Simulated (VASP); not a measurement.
Input:

```xyz
6
Lattice="-1.7432 1.7432 4.2198 1.7432 -1.7432 4.2198 1.7432 1.7432 -4.2198" Properties=species:S:1:pos:R:3 pbc="T T T"
Si     0.0000     0.0000     4.2198
Si     1.7432     0.0000     2.1099
O      0.0000     0.0000     2.4587
O      1.7432     0.0000     0.3488
O      1.7432     0.0000     3.8709
O      0.0000     0.0000     5.9808
```

Calculation: r2SCAN meta-GGA, VASP's PBE PAW potentials (set 64) (plane waves; VASP). Settings: 520 eV cut-off, 10×10×10 Γ-centred mesh, tetrahedra with Blöchl corrections, potentials Si O.

The cores are frozen, which limits the accuracy of field gradients.

Q: Give the principal components of the electric field gradient (V/Å²) and the asymmetry η at each nucleus.

A: 
```
atom   Vxx   Vyy    Vzz     η
----  ----  ----  -----  ----
Si1    8.9   8.9  -17.8  0.00
Si2    8.9   8.9  -17.8  0.00
O3    62.1  32.8  -94.9  0.31
O4    62.1  32.8  -94.9  0.31
O5    62.1  32.8  -94.9  0.31
O6    62.1  32.8  -94.9  0.31
```

The structure was generated: SiO2 was put into the anatase type (I4_1/amd), which need not be its known phase. It was relaxed first, which changed the volume by -10 %.
